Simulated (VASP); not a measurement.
Here is the system:

```yaml
crystal:
  lattice:
    - [3.20532, 0.00000, 0.00000]
    - [0.00000, 3.20532, 0.00000]
    - [0.00000, 0.00000, 3.20532]
  atoms:
    - { symbol: Ag, position: [0.00000, 0.00000, 0.00000] }
    - { symbol: Cl, position: [0.50000, 0.50000, 0.50000] }
```

Level of theory: PBEsol GGA, VASP's PBE PAW potentials (set 64) (plane waves; VASP). Run with 500 eV cut-off, 8×8×8 Γ-centred mesh, Gaussian smearing of 0.050 eV, potentials Ag Cl.

Q: What does the run give for the energy per atom (σ→0), pressure, band gap (on the k-mesh) with the smallest direct gap where there is one?

A: 
- band gap (on the k-mesh): 0.57 eV
- smallest direct gap (on the k-mesh): 2.84 eV
- energy per atom (σ→0): -2.854 eV/atom
- pressure: 10.02 GPa

The structure was generated: AgCl was put into the CsCl type type (Pm-3m), which need not be its known phase. It was relaxed first under an external pressure of 10 GPa.
